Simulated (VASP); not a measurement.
## What spin-orbit coupling changes in NbCd3

What does spin-orbit coupling change in NbCd3, and what does it cost? All runs use LDA. Left out of this account: 1 further run (self-consistent run: a reference on another mesh). The start is a cell from a database of measured crystal structures.

Main program and level: VASP 6.6.1; LDA; plane waves and PAW (Nb_sv, Cd), in the first sound run; inputs show where later runs differ.

This is a report of a sequence of runs, with most program output left out.

### Step 1. Set-up

The structure is cubic, space group Pm-3m (No. 221). Conventional cell: a = 4.215 Å, b = 4.215 Å, c = 4.215 Å, α = 90.00°, β = 90.00°, γ = 90.00°. Nb has 12 Cd at 2.98 Å nearest. Nearest to Cd lie 4 Nb at 2.98 Å and 8 Cd at 2.98 Å. Farther neighbours are not listed.

Structure file:

```
Nb Cd
1.0
     4.21500    0.00000    0.00000
     0.00000    4.21500    0.00000
     0.00000    0.00000    4.21500
Nb Cd
1 3
Direct
  0.00000 0.00000 0.00000
  0.00000 0.50000 0.50000
  0.50000 0.00000 0.50000
  0.50000 0.50000 0.00000
```

### Step 2. Band structure (LDA)

Levels along the symmetry lines show where the bands peak and cross; KPOINTS_OPT computes them in the converged potential. LDA, the lowest rung, knows the local density alone.

INCAR

```
SYSTEM = NbCd3
PREC = Accurate
ENCUT = 400
EDIFF = 1E-06
NELM = 100
ISMEAR = -1
SIGMA = 0.05
LREAL = .FALSE.
ALGO = Normal
GGA = CA
NBANDS = 38
LASPH = .TRUE.
LORBIT = 11
LWAVE = .FALSE.
LCHARG = .FALSE.
KPAR = 4
```

POSCAR

```
NbCd3
1.0
    4.2150000000      0.0000000000      0.0000000000
    0.0000000000      4.2150000000      0.0000000000
    0.0000000000      0.0000000000      4.2150000000
Nb Cd
1 3
Direct
    0.0000000000      0.0000000000      0.0000000000
    0.0000000000      0.5000000000      0.5000000000
    0.5000000000      0.0000000000      0.5000000000
    0.5000000000      0.5000000000      0.0000000000
```

KPOINTS

```
Automatic mesh
0
Gamma
6 6 6
0 0 0
```

KPOINTS_OPT

```
Line mode
16
Line-mode
Reciprocal
  0.00000000   0.00000000   0.00000000 GAMMA
  0.00000000   0.50000000   0.00000000 X

  0.00000000   0.50000000   0.00000000 X
  0.50000000   0.50000000   0.00000000 M

  0.50000000   0.50000000   0.00000000 M
  0.00000000   0.00000000   0.00000000 GAMMA

  0.00000000   0.00000000   0.00000000 GAMMA
  0.50000000   0.50000000   0.50000000 R

  0.50000000   0.50000000   0.50000000 R
  0.00000000   0.50000000   0.00000000 X

  0.50000000   0.50000000   0.00000000 M
  0.50000000   0.50000000   0.50000000 R
```

Potentials, in the order of the species: Nb_sv and Cd (LDA family, release 64).

On the command line:

```sh
$ mpirun -np 4 vasp_std
```

Wall time 12 s (4 MPI ranks of AMD EPYC 9R45, shared host); peak memory 0.65 GiB.

This run has no spin polarisation. Its electron count is odd, so without a moment it is a metal by construction. The k-mesh is coarse for a metal. Spin-orbit coupling is off here; it would split degenerate levels. At this level the cell is under a tension of 2.6 GPa, so at these settings it is away from equilibrium.

This step gave:

* SCF cycles: 12
* electrons: 49
* bands: 38
* irreducible k-points: 20
* symmetry operations: 48
* free energy (TOTEN): -15.47 eV
* energy at zero smearing: -15.46 eV
* Fermi energy: 5.077 eV
* pressure: -2.571 GPa
* metallic: yes

Electronic bands along the path, in eV, zero at the Fermi level; # counts the bands kept:

```
          point    #16    #17    #18    #19    #20    #21   #22   #23
              Γ  -0.96  -0.96   0.17   0.17   0.17   1.28  1.28  1.28
0.47 of the way  -3.04  -0.91  -0.44  -0.44   0.63   1.24  2.32  2.32
              X  -5.97  -0.93  -0.93  -0.83   1.01   1.19  3.16  4.25
0.47 of the way  -5.24  -1.91  -1.19  -0.67   0.34   1.11  2.35  2.85
              M  -3.22  -3.22  -3.20  -0.35  -0.35   1.10  1.82  2.18
0.47 of the way  -3.15  -2.73  -0.74  -0.42   0.31   1.17  1.69  3.76
              Γ  -0.96  -0.96   0.17   0.17   0.17   1.28  1.28  1.28
0.47 of the way  -2.32  -2.32  -2.16  -0.38  -0.38   2.06  2.08  2.08
              R  -2.45  -2.45  -2.42  -1.21  -1.21  -1.21  1.50  1.50
0.47 of the way  -4.25  -2.03  -1.15  -1.06  -0.84   1.30  1.33  2.73
              X  -5.97  -0.93  -0.93  -0.83   1.01   1.19  3.16  4.25
      jump to M  -3.22  -3.22  -3.20  -0.35  -0.35   1.10  1.82  2.18
0.47 of the way  -2.98  -2.98  -2.51  -0.60  -0.60   0.60  1.27  1.85
              R  -2.45  -2.45  -2.42  -1.21  -1.21  -1.21  1.50  1.50
```

Of the projections kept (Nb, Cd), the largest for each band there; the rest of the weight can lie on other orbitals:

```
point      #16      #17      #18      #19      #20      #21      #22      #23
    Γ  Nb 0.59  Nb 0.59  Cd 0.91  Cd 0.91  Cd 0.91  Nb 0.90  Nb 0.90  Nb 0.90
    X  Cd 0.83  Nb 0.73  Nb 0.73  Nb 0.77  Nb 0.96  Nb 0.91  Cd 1.00  Cd 0.85
    M  Cd 0.94  Cd 0.94  Nb 0.50  Nb 0.82  Nb 0.82  Nb 0.98  Nb 0.87  Nb 0.78
    Γ  Nb 0.59  Nb 0.59  Cd 0.91  Cd 0.91  Cd 0.91  Nb 0.90  Nb 0.90  Nb 0.90
    R  Cd 0.68  Cd 0.68  Cd 1.00  Cd 0.83  Cd 0.83  Cd 0.83  Nb 0.97  Nb 0.97
    X  Cd 0.83  Nb 0.73  Nb 0.73  Nb 0.77  Nb 0.96  Nb 0.91  Cd 1.00  Cd 0.85
```

There is no gap at this level.

### Step 3. Bands along the symmetry lines (LDA + SOC)

This step: LDA, spin-orbit coupling; plane waves and PAW (Nb_sv, Cd) (VASP 6.6.1).

The mesh alone shows little of the dispersion and can miss band extrema, so KPOINTS_OPT adds a path through the symmetry points after the self-consistent cycle. Spin-orbit coupling needs spinors and the noncollinear program, where each band holds one electron.

Changes to INCAR since step 2:

```diff
@@ -10,4 +10,9 @@
 GGA = CA
-NBANDS = 38
+LNONCOLLINEAR = .TRUE.
+MAGMOM = 0 0 0 0 0 0 0 0 0 0 0 0
+NBANDS = 60
+GGA_COMPAT = .FALSE.
 LASPH = .TRUE.
+LSORBIT = .TRUE.
+LMAXMIX = 4
 LORBIT = 11
```

POSCAR is that of step 2.

KPOINTS is that of step 2.

KPOINTS_OPT is that of step 2.

On the command line:

```sh
$ mpirun -np 4 vasp_ncl
```

Elapsed: 51 s, on 4 MPI ranks; peak memory 1.2 GiB.

Numbers from this step:

```
SCF cycles              : 13
bands                   : 60
free energy (TOTEN)     : -15.66 eV
energy at zero smearing : -15.65 eV
Fermi energy            : 5.071 eV
pressure                : -2.637 GPa
```

On-site spin-orbit energy by atom:

```
atom  on-site spin-orbit energy (eV)
 Nb1                          -0.184
 Cd2                          -0.069
 Cd3                          -0.069
 Cd4                          -0.069
```

Electronic bands along the path, in eV, zero at the Fermi level; # counts the bands kept:

```
          point    #29    #30    #31    #32    #33    #34    #35    #36
              Γ   0.14   0.14   0.14   0.14   0.23   0.23   1.25   1.25
0.47 of the way  -0.47  -0.47  -0.41  -0.41   0.63   0.63   1.24   1.24
              X  -0.90  -0.90  -0.82  -0.82   1.01   1.01   1.20   1.20
0.47 of the way  -1.19  -1.19  -0.67  -0.67   0.34   0.34   1.12   1.12
              M  -3.19  -3.19  -0.36  -0.36  -0.33  -0.33   1.10   1.10
0.47 of the way  -0.73  -0.73  -0.42  -0.42   0.31   0.31   1.17   1.17
              Γ   0.14   0.14   0.14   0.14   0.23   0.23   1.25   1.25
0.47 of the way  -2.16  -2.16  -0.39  -0.39  -0.37  -0.37   2.04   2.04
              R  -2.42  -2.42  -1.22  -1.22  -1.22  -1.22  -1.19  -1.19
0.47 of the way  -1.15  -1.15  -1.06  -1.06  -0.84  -0.84   1.26   1.26
              X  -0.90  -0.90  -0.82  -0.82   1.01   1.01   1.20   1.20
      jump to M  -3.19  -3.19  -0.36  -0.36  -0.33  -0.33   1.10   1.10
0.47 of the way  -2.51  -2.51  -0.60  -0.60  -0.59  -0.59   0.59   0.59
              R  -2.42  -2.42  -1.22  -1.22  -1.22  -1.22  -1.19  -1.19
```

Of the projections kept (Nb, Cd), the largest for each band there; the rest of the weight can lie on other orbitals:

```
point      #29      #30      #31      #32      #33      #34      #35      #36
    Γ  Cd 0.91  Cd 0.91  Cd 0.91  Cd 0.91  Cd 0.89  Cd 0.89  Nb 0.90  Nb 0.90
    X  Nb 0.74  Nb 0.74  Nb 0.77  Nb 0.77  Nb 0.96  Nb 0.96  Nb 0.91  Nb 0.91
    M  Cd 0.51  Cd 0.51  Nb 0.82  Nb 0.82  Nb 0.82  Nb 0.82  Nb 0.98  Nb 0.98
    Γ  Cd 0.91  Cd 0.91  Cd 0.91  Cd 0.91  Cd 0.89  Cd 0.89  Nb 0.90  Nb 0.90
    R  Cd 0.68  Cd 0.68  Cd 0.83  Cd 0.83  Cd 0.83  Cd 0.83  Cd 0.82  Cd 0.82
    X  Nb 0.74  Nb 0.74  Nb 0.77  Nb 0.77  Nb 0.96  Nb 0.96  Nb 0.91  Nb 0.91
```

There is no gap at this level. Without the coupling there was no gap either. The run took 4.2 times the core time, with 60 spinor bands against 38.

Of the bands kept, 8 cross the Fermi level on this path (spinor bands, one electron each).

### Step 4. Density of states (LDA)

This step: LDA; plane waves and PAW (Nb_sv, Cd) (VASP 6.6.1).

Here the states are counted by energy and projected on the atoms.

INCAR

```
SYSTEM = NbCd3
PREC = Accurate
ENCUT = 400
EDIFF = 1E-06
NELM = 100
ISMEAR = -5
SIGMA = 0.05
LREAL = .FALSE.
ALGO = Normal
GGA = CA
NBANDS = 38
LASPH = .TRUE.
LORBIT = 11
LWAVE = .FALSE.
LCHARG = .FALSE.
KPAR = 4
NEDOS = 2001
```

POSCAR is that of step 3.

KPOINTS is that of step 3.

On the command line:

```sh
$ mpirun -np 4 vasp_std
```

Run time: 4 s. Hardware: 4 MPI ranks; peak memory 0.53 GiB.

With tetrahedra the forces and stress of a metal are not exact derivatives of the energy.

This step gave:

- bands: 38
- free energy (TOTEN): -15.46 eV
- Fermi energy: 5.044 eV
- pressure: -2.614 GPa
- DOS at the Fermi level: 1.681 states/eV/cell

The density of states has structure finer than the step of the table below, so its rows give means over 0.5 eV, whole bins alone (the curve runs from -12.0 to 4.29 eV). Peaks (eV: height): total -9.03: 21.7, -8.73: 19.8, -8.35: 28.2, -8.20: 32.5; Nb d -0.71: 2.18, 1.19: 4.58, 1.79: 1.40, 4.06: 0.866; Cd p -0.71: 0.706, 1.19: 0.256, 2.25: 0.303, 4.06: 0.249; Cd s -8.43: 0.483, -6.16: 0.273, -2.52: 0.518, 4.06: 0.732; Cd d -9.03: 19.2, -8.73: 18.0, -8.35: 26.2, -8.20: 30.4.

States under -12.0 eV and over 4.3 eV are left out. The density of states by energy, zero at the Fermi level; means over each step; values in states/eV/cell:

```
energy (eV)   total     Nb d     Cd p    Cd s    Cd d
      -10.0  5.3e-5        0        0       0  4.5e-5
       -9.5    3.35  0.00704  0.00716  0.0418    2.93
       -9.0    17.7   0.0545   0.0563   0.143    15.7
       -8.5    20.2   0.0755   0.0589   0.162    18.4
       -8.0    15.4   0.0230   0.0437   0.103    14.4
       -7.5    4.07  0.00154   0.0156   0.122    3.66
       -7.0   0.619  0.00449   0.0232   0.164   0.155
       -6.5   0.721   0.0106   0.0374   0.221  0.0913
       -6.0   0.839   0.0238   0.0560   0.258  0.0754
       -5.5   0.760   0.0344   0.0661   0.216  0.0533
       -5.0   0.596   0.0286   0.0619   0.148  0.0417
       -4.5   0.709   0.0349   0.0792   0.157  0.0530
       -4.0    1.05   0.0619    0.121   0.220  0.0826
       -3.5    1.05   0.0780    0.117   0.222  0.0900
       -3.0   0.924   0.0818   0.0839   0.219  0.0963
       -2.5    1.88    0.267    0.151   0.433   0.205
       -2.0    1.73    0.334    0.198   0.261   0.140
       -1.5    2.09    0.578    0.267   0.161   0.136
       -1.0    3.70     1.28    0.527  0.0717   0.186
       -0.5    3.68     1.58    0.481  0.0226   0.166
        0.0    1.76    0.888    0.175  0.0158  0.0893
        0.5    1.45    0.816    0.106  0.0118  0.0809
        1.0    2.38     1.52    0.113  0.0158  0.0760
        1.5    2.34     1.40    0.147  0.0175  0.0977
        2.0    2.71     1.25    0.265  0.0501   0.184
        2.5    2.33    0.925    0.268  0.0977   0.156
        3.0    1.41    0.492    0.176   0.121  0.0865
        3.5   0.696    0.214   0.0962  0.0764  0.0409
        4.0    2.29    0.592    0.190   0.523   0.135
```

Of the states within 0.3 eV of the Fermi level, the largest shares in the PAW spheres are Nb d 50 %, Cd p 10 % and Cd d 5 %. The rest lies in smaller channels or between the spheres.

### Step 5. Total and projected DOS (LDA + SOC)

This step: LDA, spin-orbit coupling; plane waves and PAW (Nb_sv, Cd) (VASP 6.6.1).

Changes to INCAR since step 4:

```diff
@@ -10,4 +10,9 @@
 GGA = CA
-NBANDS = 38
+LNONCOLLINEAR = .TRUE.
+MAGMOM = 0 0 0 0 0 0 0 0 0 0 0 0
+NBANDS = 60
+GGA_COMPAT = .FALSE.
 LASPH = .TRUE.
+LSORBIT = .TRUE.
+LMAXMIX = 4
 LORBIT = 11
```

POSCAR is that of step 4.

KPOINTS is that of step 4.

On the command line:

```sh
$ mpirun -np 4 vasp_ncl
```

Elapsed: 14 s, on 4 MPI ranks; peak memory 0.97 GiB.

At this level the cell is under a tension of 2.7 GPa, so at these settings it is away from equilibrium.

This step gave:

| Quantity | Value |
| --- | --- |
| bands | 60 |
| free energy (TOTEN) | -15.65 eV |
| Fermi energy | 5.037 eV |
| pressure | -2.699 GPa |
| DOS at the Fermi level | 1.666 states/eV/cell |

On-site spin-orbit energy by atom:

```
atom  on-site spin-orbit energy (eV)
 Nb1                          -0.185
 Cd2                          -0.069
 Cd3                          -0.069
 Cd4                          -0.069
```

The density of states has structure finer than the step of the table below, so its rows give means over 0.5 eV, whole bins alone (the curve runs from -12.0 to 1.25 eV). Peaks (eV: height): total -9.03: 30.6, -8.49: 23.4, -8.22: 27.0, -8.09: 29.5; Nb d -0.70: 2.17, 1.18: 4.74; Cd p -8.96: 0.098, -0.77: 0.702, 1.18: 0.274; Cd s -8.29: 0.427, -6.08: 0.271, -3.72: 0.253, -2.51: 0.510; Cd d -9.03: 27.9, -8.49: 21.2, -8.09: 27.8, -7.55: 13.7.

States under -12.0 eV and over 1.2 eV are left out. Density of states against energy, zero at the Fermi level; means over each step; values in states/eV/cell:

```
energy (eV)    total     Nb d    Cd p    Cd s     Cd d
      -10.0  0.00156        0  2.1e-6  4.0e-5  0.00131
       -9.5     6.93   0.0160  0.0152  0.0700     6.14
       -9.0     17.1   0.0472  0.0493  0.0923     15.4
       -8.5     12.4   0.0504  0.0433   0.154     11.1
       -8.0     18.5   0.0413  0.0562   0.174     17.1
       -7.5     5.58  0.00443  0.0187   0.106     5.13
       -7.0    0.669  0.00443  0.0229   0.160    0.215
       -6.5    0.726   0.0104  0.0366   0.215    0.114
       -6.0    0.846   0.0235  0.0558   0.257   0.0850
       -5.5    0.764   0.0344  0.0661   0.216   0.0562
       -5.0    0.598   0.0287  0.0620   0.148   0.0430
       -4.5    0.705   0.0346  0.0789   0.155   0.0537
       -4.0     1.05   0.0615   0.121   0.219   0.0835
       -3.5     1.06   0.0784   0.119   0.224   0.0909
       -3.0    0.909   0.0780  0.0868   0.212   0.0929
       -2.5     1.88    0.263   0.153   0.430    0.207
       -2.0     1.73    0.334   0.195   0.265    0.144
       -1.5     2.10    0.574   0.271   0.162    0.139
       -1.0     3.68     1.27   0.525  0.0747    0.189
       -0.5     3.68     1.59   0.477  0.0230    0.167
        0.0     1.76    0.886   0.177  0.0158   0.0896
        0.5     1.46    0.816   0.110  0.0121   0.0823
        1.0     2.41     1.53   0.117  0.0163   0.0785
```

The DOS at the Fermi level goes from 1.68 to 1.67 states/eV/cell, a number that is sensitive to the mesh. The run took 3.5 times the core time, with 60 spinor bands against 38. Of the states within 0.3 eV of the Fermi level, the largest shares in the PAW spheres are Nb d 50 %, Cd p 10 % and Cd d 5 %. The rest lies in smaller channels or between the spheres.

### Step 6. Full relaxation (LDA)

This step: LDA; plane waves and PAW (Nb_sv, Cd) (VASP 6.6.1).

Last, the cell itself: ISIF = 3 frees volume, shape and positions, first without the coupling.

INCAR

```
SYSTEM = NbCd3
PREC = Accurate
ENCUT = 400
EDIFF = 1E-06
NELM = 100
ISMEAR = -1
SIGMA = 0.05
LREAL = .FALSE.
ALGO = Normal
GGA = CA
NBANDS = 30
LASPH = .TRUE.
LORBIT = 11
LWAVE = .FALSE.
LCHARG = .FALSE.
KPAR = 4
IBRION = 2
NSW = 60
ISIF = 3
EDIFFG = -0.01
```

POSCAR is that of step 5.

KPOINTS is that of step 5.

On the command line:

```sh
$ mpirun -np 4 vasp_std
```

It took 7.4 s on 4 MPI ranks; peak memory 0.54 GiB.

The run keeps the 48 symmetry operations of its start, so it cannot find a distortion of lower symmetry.

Step by step:

```
step  energy less that of the first step (eV)  largest force (eV/Å)  pressure (GPa)  volume (Å³)
   1                                   0.0000                0.0000           -2.57        74.88
   2                                   0.0036                0.0000            3.14        71.68
   3                                  -0.0125                0.0000           -0.01        73.36
```

```
conventional cell, symmetrised  before  after  change
                         a (Å)   4.215  4.186  -0.7 %
                         b (Å)   4.215  4.186  -0.7 %
                         c (Å)   4.215  4.186  -0.7 %
              volume (Å³/atom)   18.72  18.34  -2.0 %
```

The relaxed structure:

```xyz
4
Lattice="4.1862 0.0000 0.0000 0.0000 4.1862 0.0000 0.0000 0.0000 4.1862" Properties=species:S:1:pos:R:3 pbc="T T T"
Nb    0.0000    0.0000    0.0000
Cd    0.0000    2.0931    2.0931
Cd    2.0931    0.0000    2.0931
Cd    2.0931    2.0931    0.0000
```

This step gave:

| Property | Result |
| --- | --- |
| bands | 30 |
| free energy (TOTEN) | -15.48 eV |
| energy at zero smearing | -15.47 eV |
| Fermi energy | 5.273 eV |
| pressure | -0.006565 GPa |
| SCF cycles over all ionic steps | 29 |

It ends with forces that vanish by symmetry and a pressure of -0.01 GPa.

### Step 7. Relaxing cell and atoms (LDA + SOC)

This step: LDA, spin-orbit coupling; plane waves and PAW (Nb_sv, Cd) (VASP 6.6.1).

The same relaxation with spinors and spin-orbit coupling.

Changes to INCAR since step 6:

```diff
@@ -10,4 +10,9 @@
 GGA = CA
-NBANDS = 30
+LNONCOLLINEAR = .TRUE.
+MAGMOM = 0 0 0 0 0 0 0 0 0 0 0 0
+NBANDS = 60
+GGA_COMPAT = .FALSE.
 LASPH = .TRUE.
+LSORBIT = .TRUE.
+LMAXMIX = 4
 LORBIT = 11
```

POSCAR is that of step 6.

KPOINTS is that of step 6.

On the command line:

```sh
$ mpirun -np 4 vasp_ncl
```

Wall time 34 s (4 MPI ranks); peak memory 0.97 GiB; 2.2 min of CPU time.

Relaxation path:

```
step  energy less that of the first step (eV)  largest force (eV/Å)  pressure (GPa)  volume (Å³)
   1                                   0.0000                0.0000           -2.64        74.88
   2                                   0.0035                0.0000            3.24        71.59
   3                                  -0.0133                0.0000           -0.02        73.31
```

```
conventional cell, symmetrised  before  after  change
                         a (Å)   4.215  4.185  -0.7 %
                         b (Å)   4.215  4.185  -0.7 %
                         c (Å)   4.215  4.185  -0.7 %
              volume (Å³/atom)   18.72  18.33  -2.1 %
```

Final coordinates:

```cif
data_structure
_symmetry_space_group_name_H-M 'P 1'
_symmetry_Int_Tables_number 1
_cell_length_a 4.1852
_cell_length_b 4.1852
_cell_length_c 4.1852
_cell_angle_alpha 90.000
_cell_angle_beta 90.000
_cell_angle_gamma 90.000
_cell_volume 73.31
loop_
_atom_site_label
_atom_site_type_symbol
_atom_site_fract_x
_atom_site_fract_y
_atom_site_fract_z
_atom_site_occupancy
Nb1 Nb 0.00000 0.00000 0.00000 1
Cd2 Cd 0.00000 0.50000 0.50000 1
Cd3 Cd 0.50000 0.00000 0.50000 1
Cd4 Cd 0.50000 0.50000 0.00000 1
```

Numbers from this step:

```
bands                           : 60
free energy (TOTEN)             : -15.68 eV
energy at zero smearing         : -15.67 eV
Fermi energy                    : 5.274 eV
pressure                        : -0.02187 GPa
SCF cycles over all ionic steps : 32
```

On-site spin-orbit energy by atom:

```
atom  on-site spin-orbit energy (eV)
 Nb1                          -0.184
 Cd2                          -0.069
 Cd3                          -0.069
 Cd4                          -0.069
```

The cell ends at 18.33 Å³/atom, -0.1 % from the run without the coupling. The run took 4.6 times the core time, with 60 spinor bands against 30.

The cell shrank by 2.1 % in volume.

### Step 8. Side by side

| quantity | without | with spin-orbit coupling |
| --- | --- | --- |
| gap (eV) | none | none |
| core minutes, bands | 0.81 | 3.4 |
| DOS at the Fermi level (states/eV/cell) | 1.68 | 1.67 |
| core minutes, DOS | 0.27 | 0.92 |
| relaxed volume (Å³/atom) | 18.34 | 18.33 |
| core minutes, relaxation | 0.49 | 2.3 |

### Step 9. Results

```yaml
gap_ev_without_with: none → none
dos_at_the_fermi_level_states_ev_cell_without_with: 1.68 → 1.67
relaxed_volume_a3_atom_without_with: 18.34 → 18.33
```

NbCd3 has no gap with or without spin-orbit coupling. The relaxed volume moves by -0.1 %. The spinor runs cost 3.5 to 4.6 times as much, on a shared host. The k-sampling is coarse for a metal, so the Fermi level, pressures and the shape of the cell carry errors. With an odd electron count and no spin the cell is a metal by construction.

[Lines on the potential files, build, host, timing and source positions are cut from VASP's logs without a mark.]

[Logs are printed without paths, hosts, clocks, repeated set-up lines and the standing remarks that a program may print on its own settings, such as how far it seeks lower states.]

[Hosts, paths, dates, database ids (printed as entryN), source tags and the programs' standing remarks are cut or masked in the printed files.]

[A measured line is paired with the nearest computed mode of its activity, which favours agreement.]
